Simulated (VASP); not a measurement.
Here is the system:

```
CELL_PARAMETERS angstrom
      2.29810    -3.98042     0.00000
      2.29810     3.98042     0.00000
      0.00000     0.00000     7.02177
ATOMIC_POSITIONS crystal
  Pb 0.00000 0.00000 0.00000
  I  0.33333 0.66667 0.26811
  I  0.66667 0.33333 0.73189
```

Calculation: PBE GGA with D3 dispersion (zero damping), VASP's PBE PAW potentials (set 64) (plane waves; VASP). Settings: 520 eV cut-off, 6×6×4 Γ-centred mesh, tetrahedra with Blöchl corrections, potentials Pb_d I.

The cores are frozen, which limits the accuracy of field gradients.

### Question
Give the principal components of the electric field gradient (V/Å²) and the asymmetry η at each nucleus.

### Answer

```json
[
 {"atom": "Pb1", "Vxx": "-7.5", "Vyy": "-7.5", "Vzz": "14.9", "η": "0.00"},
 {"atom": "I2", "Vxx": "-6.0", "Vyy": "-6.0", "Vzz": "12.0", "η": "0.00"},
 {"atom": "I3", "Vxx": "-6.0", "Vyy": "-6.0", "Vzz": "12.0", "η": "0.00"}
]
```

The compound is PbI2 in the 1T layered structure. It was relaxed first.
